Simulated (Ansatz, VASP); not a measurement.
## SbW: VASP beside Ansatz

One calculation is typed for both programs; each brings its own data sets and cutoff. How far apart do they land? The cell is invented: As first built, before any earlier steps moved the atoms (in the runner's words): it takes the AlRu structure with all of its atoms replaced by other elements, volume scaled by an estimate. It may not be a known or stable phase. The cell is taken from a series of VASP runs on this material, whose earlier steps may have relaxed, scaled or displaced it; both programs get it as it stands. Other levels of theory on this material are compared in a session of their own.

Program: Ansatz 0.2.0. Level of theory: plane waves, with VASP 6.6.1 beside it; band structure at LDA, band structure at PBEsol and band structure at PBE, spin-orbit coupling. Results are calculated unless marked as measured.

### 1. The starting structure

Symmetry: Pm-3m, No. 221, cubic system. The conventional cell has a = 3.323 Å, b = 3.323 Å, c = 3.323 Å, α = 90.00°, β = 90.00°, γ = 90.00°. Nearest to W lie 8 Sb at 2.88 Å. Nearest to Sb lie 8 W at 2.88 Å. As first built, before any earlier steps moved the atoms (in the runner's words): sites of the AlRu structure (space group 221) filled with other elements, volume scaled by an estimate. Farther neighbours are not listed.

As a file:

```cif
data_structure
_symmetry_space_group_name_H-M 'Pm-3m'
_symmetry_Int_Tables_number 221
_cell_length_a 3.3225
_cell_length_b 3.3225
_cell_length_c 3.3225
_cell_angle_alpha 90.000
_cell_angle_beta 90.000
_cell_angle_gamma 90.000
_cell_volume 36.68
loop_
_atom_site_label
_atom_site_type_symbol
_atom_site_symmetry_multiplicity
_atom_site_Wyckoff_symbol
_atom_site_fract_x
_atom_site_fract_y
_atom_site_fract_z
_atom_site_occupancy
W1 W 1 b 0.50000 0.50000 0.50000 1
Sb1 Sb 1 a 0.00000 0.00000 0.00000 1
```

### 2. Ansatz: band structure, LDA

Ansatz runs on its default PAW (the set named soft_2) files.

A single point gives forces, pressure and levels at one fixed geometry, so differences don't come from the geometry; what else differs is listed under the comparison.

The input, input.yaml:

```yaml
crystal:
  lattice:
    - [3.3225044081, 0.0, 0.0]
    - [0.0, 3.3225044081, 0.0]
    - [0.0, 0.0, 3.3225044081]
  atoms:
    - { symbol: W, position: [0.5, 0.5, 0.5] }
    - { symbol: Sb, position: [0.0, 0.0, 0.0] }
hamiltonian:
  xc: lda
  pseudopotentials: { kind: paw }
kpoints:
  mp_grid: { grid: [4, 4, 4] }
  band_path:
    path:
      - [0.0, 0.0, 0.0]
      - [0.0, 0.1, 0.0]
      - [0.0, 0.2, 0.0]
      - [0.0, 0.3, 0.0]
      - [0.0, 0.43333, 0.0]
      - [0.0, 0.5, 0.0]
      - [0.1, 0.5, 0.0]
      - [0.2, 0.5, 0.0]
      - [0.33333, 0.5, 0.0]
      - [0.43333, 0.5, 0.0]
      - [0.5, 0.5, 0.0]
      - [0.36667, 0.36667, 0.0]
      - [0.26667, 0.26667, 0.0]
      - [0.16667, 0.16667, 0.0]
      - [0.06667, 0.06667, 0.0]
      - [0.03333, 0.03333, 0.03333]
      - [0.13333, 0.13333, 0.13333]
      - [0.23333, 0.23333, 0.23333]
      - [0.33333, 0.33333, 0.33333]
      - [0.46667, 0.46667, 0.46667]
      - [0.46667, 0.5, 0.46667]
      - [0.36667, 0.5, 0.36667]
      - [0.23333, 0.5, 0.23333]
      - [0.13333, 0.5, 0.13333]
      - [0.03333, 0.5, 0.03333]
      - [0.5, 0.5, 0.03333]
      - [0.5, 0.5, 0.16667]
      - [0.5, 0.5, 0.26667]
      - [0.5, 0.5, 0.36667]
      - [0.5, 0.5, 0.5]
    npoints: 1
scf:
  occupations: { method: gaussian, width: 0.02 }
  n_extra_bands: 7
output:
  forces: true
  stress: true
  eigenvalues: true
  write_density: true
  write_potential: true
  elf: true
  volumetric_format: npy
```

The run is started by

```bash
$ ansatz run input.yaml --threads 2 --pin off --max-ram 4608MiB --backend cpu --events-out ev --progress --plain --runs-dir out
```

Numbers of over 12 decimals in the logs are rounded to 6 here.

Log:

```text
scf.n_extra_bands = 7 over 15 filled bands (N_el = 29.0): the run solves 22 bands
Engine: ansatz 0.2.0, aarch64-unknown-linux-gnu
Pseudopotentials: kind: paw
Pseudopotential: W, paw, valence charge 14, recommended cutoff 420 eV (normal), W.paw.azcp
Pseudopotential: Sb, paw, valence charge 15, recommended cutoff 420 eV (normal), Sb.paw.azcp
Functional definition: SPW92
  exchange = slater_x
  correlation = pw_c
Crystal: 2 atoms, lattice volume = 36.677 Å³
Basis set: ecut = 420 eV, 739 PW (Γ)
Bands: 22, of which v1, the nominal top of the filled ones, is band 15 counted from 1 (14 counted from 0)
Symmetry: 48 space group operations
Space group: Pm-3m (ITA 221), of the structure as read, at distance tolerance 3.3e-5 Å
k-points: 10 of 64
Non-local potential: W, projectors of the file, l = 0: 3, l = 1: 2, l = 2: 2, l = 3: 1
Non-local potential: Sb, projectors of the file, l = 0: 2, l = 1: 2, l = 2: 2, l = 3: 2
PAW form: soft (Blöchl's): semilocal exchange-correlation on the pseudo side does not see the compensation charge
PAW frozen core: W, regenerated for the run's functional, and the local potential with it (the file was generated under x = pbe(κ = 0.804, μ = 0.219515), c = pbe(β = 0.066725))
PAW frozen core: Sb, regenerated for the run's functional, and the local potential with it (the file was generated under x = pbe(κ = 0.804, μ = 0.219515), c = pbe(β = 0.066725))
PAW one-centre angular grid: W, 590 points (default); XC on 64 Gauss nodes
PAW one-centre angular grid: Sb, 590 points (default); XC on 64 Gauss nodes
Initial density: superposition of atomic densities (neutral atoms: chi_scale 0, normalization atom), corrected by the library's trained network
Initial wavefunctions: pseudopotential atomic-orbital guess
Functional: x = slater, c = lda
SCF iter   1: F=—  HF=-16464.520378 eV  |F-HF|=—  |Δ(HF+E_count)|=         —  Δρ=1.17e-2  dr2=2.37e-2  ethr=1.77e-3  ⟨swp⟩=6.5  Hψ=1168  notcnv=0
preconditioner: auto → none  [metal: Δε(μ)=0.010 eV  Ē_g=10.432 eV  σ=0.020 eV  W_gap=0.28  n_scr=6 (ndim 8)  ℏωp=20.3 eV  f_vac=0.000  D(μ)=19.84/eV (n_scr^D=618)  sad-step TF]
SCF iter   2: F=—  HF=-16464.517140 eV  |F-HF|=—  |Δ(HF+E_count)|=   3.24e-3  Δρ=6.71e-3  dr2=1.11e-2  ethr=8.18e-5  ⟨swp⟩=1.6  Hψ=317  notcnv=0  defer=9
SCF iter   3: F=—  HF=-16464.514340 eV  |F-HF|=—  |Δ(HF+E_count)|=   2.80e-3  Δρ=6.77e-4  dr2=9.18e-5  ethr=3.83e-5  ⟨swp⟩=2.0  Hψ=280  notcnv=0  defer=13
SCF iter   4: F=—  HF=-16464.514280 eV  |F-HF|=—  |Δ(HF+E_count)|=   5.99e-5  Δρ=2.13e-4  dr2=1.13e-5  ethr=3.17e-7  ⟨swp⟩=2.0  Hψ=287  notcnv=0  defer=13
SCF iter   5: F=—  HF=-16464.514280 eV  |F-HF|=—  |Δ(HF+E_count)|=   5.14e-7  Δρ=5.48e-5  dr2=9.15e-7  ethr=3.90e-8  ⟨swp⟩=2.6  Hψ=285  notcnv=0  defer=13
SCF iter   6: F=-16464.514279 eV  HF=-16464.514279 eV  |F-HF|=5.84e-9  |Δ(HF+E_count)|=   8.63e-8  Δρ=6.93e-6  dr2=1.04e-8  ethr=3.45e-10  ⟨swp⟩=12.7  Hψ=1425  notcnv=0
SCF 1 converged in 6 iterations: F = -16464.514279 eV  dr2 = 1.04e-8
  greatest PAW one-centre occupation: 1.000 electrons in one spin orbital (limit 2), on the W atom at site 0 (counted from 0), in its partial waves of l = 0
NSCF: frozen V_eff on 30 k-points
SCF converged after 6 iterations
Free energy (F): -16464.514279 eV
Harris-Foulkes:  -16464.514279 eV  (|F-HF|=5.84e-9)
Internal energy: -16464.510322 eV  (E = F + TS)
E sigma→0 (E₀):  -16464.512301 eV
Entropy (-TS):   -0.003958 eV (-1.979 meV/atom)
Fermi energy:    18.634182 eV
--- Per-component energies (eV) ---
  E_band       = -178.714861
  E_kinetic    = 662.335062
  E_local      = -1836.724400  (includes V_loc(G=0)·N_el)
  E_nonlocal   = 377.131187
  E_hartree    = 793.755139
  E_xc         = -403.724321
  E_vxc        = -337.525962  (∫ρ·V_xc dr)
  E_paw        = -12739.784966  (= ΣΔE_a)
  E_vpaw       = -631.438102  (= ΣTr[D̂ρ^β])
  E_aug_tail   = -0.000067  (compensation charges beyond the density's cutoff)
  E_ewald      = -3318.339932
  E_core_change = 0.841976  (= ΣΔE_core)
  E_smearing   = -0.003958  (= −TS)
  E_closure    = 0.000000  (closes the sum)
  Σ components = -16464.514279   (vs F -16464.514279, Δ=0.00e0)
--- Forces (eV/Å), atoms counted from 1 ---
  atom   1  W      0.00000000    -0.00000000    -0.00000000
  atom   2  Sb    -0.00000000     0.00000000     0.00000000
  max |Σ_I F_I| component: 6.53e-29 eV/Å
--- Stress (GPa, compression-positive) ---
       -8.986423      -0.000000      -0.000000
        0.000000      -8.986423       0.000000
        0.000000      -0.000000      -8.986423
  P = ⅓ Tr σ = -8.9864 GPa (-89.864 kbar)
--- Band table (eV; the first three rows and the last of 10) ---
  k-point 0: bands = [... 11 lower, 15.4958, 19.1493, 19.1493, 19.1493, 19.4327, 19.4327, 19.4327, 23.1259, ... 3 higher]
  k-point 1: bands = [... 11 lower, 15.7660, 17.0164, 17.0164, 18.7594, 19.4670, 22.4341, 22.4341, 25.4059, ... 3 higher]
  k-point 2: bands = [... 11 lower, 16.0802, 16.1690, 16.1690, 19.5020, 20.8109, 24.4547, 25.7423, 25.7539, ... 3 higher]
  k-point 9: bands = [... 11 lower, 12.4905, 12.4905, 20.8508, 20.8508, 20.8508, 21.1170, 21.1170, 23.2467, ... 3 higher]
```

Run time: 1.5 s. Hardware: 2 threads of Arm Neoverse N1, shared host; peak memory 0.28 GiB; 2.4 s of CPU time.

### 3. VASP: band structure, LDA

The same cell, functional (in two slightly different forms), mesh and smearing now go to VASP, with its own data sets and cutoff.

Lines of VASP's logs that name or quote its potential files are left out, and so is its time.

The input, INCAR:

```
SYSTEM = SbW
PREC = Accurate
ENCUT = 400
EDIFF = 1E-06
NELM = 100
ISMEAR = 0
SIGMA = 0.02
LREAL = .FALSE.
ALGO = Normal
GGA = CA
LORBIT = 11
LWAVE = .FALSE.
LCHARG = .FALSE.
KPAR = 4
```

The input, POSCAR:

```
SbW
1.0
    3.3225044081      0.0000000000      0.0000000000
    0.0000000000      3.3225044081      0.0000000000
    0.0000000000      0.0000000000      3.3225044081
W Sb
1 1
Direct
    0.5000000000      0.5000000000      0.5000000000
    0.0000000000      0.0000000000      0.0000000000
```

The input, KPOINTS:

```
Automatic mesh
0
Gamma
4 4 4
0 0 0
```

The input, KPOINTS_OPT:

```
Line mode
16
Line-mode
Reciprocal
  0.00000000   0.00000000   0.00000000 GAMMA
  0.00000000   0.50000000   0.00000000 X

  0.00000000   0.50000000   0.00000000 X
  0.50000000   0.50000000   0.00000000 M

  0.50000000   0.50000000   0.00000000 M
  0.00000000   0.00000000   0.00000000 GAMMA

  0.00000000   0.00000000   0.00000000 GAMMA
  0.50000000   0.50000000   0.50000000 R

  0.50000000   0.50000000   0.50000000 R
  0.00000000   0.50000000   0.00000000 X

  0.50000000   0.50000000   0.00000000 M
  0.50000000   0.50000000   0.50000000 R
```

Potentials, in the order of the species: W and Sb (PBE family, release 64).

The run is started by

```bash
$ mpirun -np 4 vasp_std
```

Log:

```text
[banner, memory and clock lines left out]
running    4 mpi-ranks, on    1 nodes
 distrk:  each k-point on    1 cores,    4 groups
 distr:  one band on    1 cores,    1 groups

 POSCAR found type information on POSCAR W Sb
 POSCAR found :  2 types and       2 ions
|                                                                             |
|               ----> ADVICE to this user running VASP <----                  |
|                                                                             |
|     You enforced a specific xc type in the INCAR file but a different       |
|     [... a line on the potential file left out ...]
|     I HOPE YOU KNOW WHAT YOU ARE DOING!                                     |
|                                                                             |

 LDA part: xc-table for (Slater(with rela. corr.)+CA(PZ))
 , standard interpolation
 POSCAR, INCAR and KPOINTS ok, starting setup
 FFT: planning ... GRIDC
 FFT: planning ... GRID_SOFT
 FFT: planning ... GRID
 WAVECAR not read
 entering main loop
       N       E                     dE             d eps       ncg     rms          rms(c)
DAV:   1     0.232276169829E+02    0.23228E+02   -0.34492E+03   180   0.743E+02
DAV:   2    -0.162309918414E+02   -0.39459E+02   -0.37982E+02   238   0.163E+02
DAV:   3    -0.185622622672E+02   -0.23313E+01   -0.22191E+01   227   0.346E+01
DAV:   4    -0.186170076212E+02   -0.54745E-01   -0.53946E-01   268   0.493E+00
DAV:   5    -0.186176646803E+02   -0.65706E-03   -0.65555E-03   259   0.458E-01    0.186E+01
DAV:   6    -0.180019683772E+02    0.61570E+00   -0.28292E+00   240   0.104E+01    0.746E+00
DAV:   7    -0.179243827090E+02    0.77586E-01   -0.15503E-01   224   0.235E+00    0.416E+00
DAV:   8    -0.179044997320E+02    0.19883E-01   -0.41714E-02   209   0.150E+00    0.282E-01
DAV:   9    -0.179040628895E+02    0.43684E-03   -0.26802E-03   220   0.317E-01    0.107E-01
DAV:  10    -0.179039927841E+02    0.70105E-04   -0.99897E-05   187   0.877E-02    0.170E-02
DAV:  11    -0.179039910673E+02    0.17168E-05   -0.12994E-05   215   0.217E-02    0.666E-03
DAV:  12    -0.179039910275E+02    0.39798E-07   -0.53739E-07    99   0.653E-03
   1 F= -.17903991E+02 E0= -.17902004E+02  d E =-.397306E-02
 Start KPOINTS_OPT (optional k-point list driver)
k-point batch [1-10\96]
       N       E                     dE             ncg
DAV:   1     0.104644902144E+04    0.52592E+03      180
DAV:   2     0.632439240208E+03   -0.41401E+03      230
DAV:   3     0.611412374546E+03   -0.21027E+02      227
DAV:   4     0.610722831500E+03   -0.68954E+00      202
DAV:   5     0.610702786076E+03   -0.20045E-01      216
DAV:   6     0.610702315329E+03   -0.47075E-03      223
DAV:   7     0.610702300235E+03   -0.15094E-04      207
DAV:   8     0.610702299654E+03   -0.58194E-06      160
[...]
k-point batch [91-96\96]
       N       E                     dE             ncg
DAV:   1     0.221168356417E+04   -0.21815E+04      108
DAV:   2     0.201523658846E+04   -0.19645E+03      122
DAV:   3     0.200478580872E+04   -0.10451E+02      144
DAV:   4     0.200436759967E+04   -0.41821E+00      154
DAV:   5     0.200436401118E+04   -0.35885E-02      167
DAV:   6     0.200436399364E+04   -0.17544E-04      155
DAV:   7     0.200436399356E+04   -0.80635E-07      131
```

Parts of OUTCAR (step 3):

```text
ion  position               nearest neighbor table
   1  0.500  0.500  0.500-   2 2.88   2 2.88   2 2.88   2 2.88   2 2.88   2 2.88   2 2.88   2 2.88

  LATTYP: Found a simple cubic cell.
 ALAT       =     3.3225044081

 Subroutine GETGRP returns: Found 48 space group operations
 (whereof 48 operations were pure point group operations)

The static configuration has the point symmetry O_h .

 Found     10 irreducible k-points:

   k-points           NKPTS =     10   k-points in BZ     NKDIM =     10   number of bands    NBANDS=      9

   dimension x,y,z NGX =    24 NGY =   24 NGZ =   24
   dimension x,y,z NGXF=    48 NGYF=   48 NGZF=   48

   ENCUT  =  400.0 eV  29.40 Ry    5.42 a.u.   5.42  5.42  5.42*2*pi/ulx,y,z

   NELECT =      11.0000    total number of electrons

 k-points in reciprocal lattice and weights: Automatic mesh
   0.00000000  0.00000000  0.00000000       0.016
   0.25000000  0.00000000  0.00000000       0.094
   0.50000000  0.00000000  0.00000000       0.047
   0.25000000  0.25000000  0.00000000       0.188
   0.50000000  0.25000000  0.00000000       0.188
   0.50000000  0.50000000  0.00000000       0.047
   0.25000000  0.25000000  0.25000000       0.125
   0.50000000  0.25000000  0.25000000       0.188
   0.50000000  0.50000000  0.25000000       0.094
   0.50000000  0.50000000  0.50000000       0.016

 average (electrostatic) potential at core
       1 -35.3138       2 -82.4295

 E-fermi :   9.9621

 k-point     1 :       0.0000    0.0000    0.0000
  band No.  band energies     occupation
      1      -3.6507      2.00000
      2       6.8067      2.00000
      3       6.8067      2.00000
      4      10.5209      0.00000
      5      10.5209      0.00000
      6      10.5209      0.00000
      7      10.7614      0.00000
      8      10.7614      0.00000
    ...

 k-point     2 :       0.2500    0.0000    0.0000
  band No.  band energies     occupation
      1      -2.7165      2.00000
      2       4.7879      2.00000
      3       7.0807      2.00000
      4       8.3510      2.00000
      5       8.3510      2.00000
      6      10.1212      0.00000
      7      10.7957      0.00000
      8      13.8040      0.00000
      9      13.8040      0.00000

 k-point     3 :       0.5000    0.0000    0.0000
  band No.  band energies     occupation
      1      -0.9213      2.00000
      2       1.7100      2.00000
      3       7.3982      2.00000
      4       7.4985      2.00000
      5       7.4985      2.00000
      6      10.8306      0.00000
      7      12.1517      0.00000
      8      15.7797      0.00000
      9      17.1543      0.00000

  Total       -1.9030281     -1.9030281     -1.9030281      0.0000000      0.0000000     -0.0000000
  in kB      -83.1302486    -83.1302486    -83.1302486      0.0000000      0.0000000     -0.0000000
  external PRESSURE =     -83.1302486 kB  Pullay stress =       0.0000000 kB

  energy-cutoff  :      400.00
  volume of cell :       36.68
      direct lattice vectors                 reciprocal lattice vectors
     3.322504408  0.000000000  0.000000000     0.300977780  0.000000000  0.000000000
     0.000000000  3.322504408  0.000000000     0.000000000  0.300977780  0.000000000
     0.000000000  0.000000000  3.322504408     0.000000000  0.000000000  0.300977780

 POSITION                                       TOTAL-FORCE (eV/Angst)
 -----------------------------------------------------------------------------------
      1.66125      1.66125      1.66125         0.000000      0.000000      0.000000
      0.00000      0.00000      0.00000         0.000000      0.000000      0.000000
 -----------------------------------------------------------------------------------
    total drift:                                0.000000     -0.000000     -0.000000

  FREE ENERGIE OF THE ION-ELECTRON SYSTEM (eV)
  ---------------------------------------------------
  free  energy   TOTEN  =       -17.9039910275 eV

  energy  without entropy=      -17.9000179639  energy(sigma->0) =      -17.90200450

 total charge
# of ion       s       p       d       tot
------------------------------------------
    1        0.498   0.438   4.276   5.212
    2        1.115   1.306   0.107   2.528
--------------------------------------------------
tot          1.612   1.745   4.383   7.740

[... 3 further parts left out ...]
```

At this level the cell is under a tension of 8.3 GPa, so at these settings it is away from equilibrium.

### 4. Differences

Known differences besides the potentials themselves: the two LDA forms differ slightly; the data sets hold 29 valence electrons in Ansatz (default PAW (the set named soft_2) files) and 11 in VASP; the cutoff is 420 eV in Ansatz and 400 eV in VASP; Ansatz makes its cores anew for this functional, VASP keeps those of its PBE data sets; VASP's log shows a relativistic correction to its local exchange, Ansatz's none. Total energies have different zeros and are not compared.

Both answers:

| quantity | Ansatz | VASP | difference |
| --- | --- | --- | --- |
| pressure (GPa) | -8.99 | -8.31 | -0.67 |
| pressure without Ansatz's Pulay correction (GPa) | -9.05 | -8.31 | -0.73 |

Levels from 3 eV below to 2 eV above the Fermi level differ by 19 meV r.m.s. and 70 meV at most; each VASP level is matched to the nearest of Ansatz, which flatters the figure a little. Ansatz's pressure holds a Pulay correction of 0.06 GPa; VASP's holds none.

(Part 1 of 2 ends here.)

[Lines on the potential files, build, host, timing and source positions are cut from VASP's logs without a mark.]

[Logs are printed without paths, hosts, clocks, repeated set-up lines and the standing remarks that a program may print on its own settings, such as how far it seeks lower states.]

[Hosts, paths, dates, database ids (printed as entryN), source tags and the programs' standing remarks are cut or masked in the printed files.]
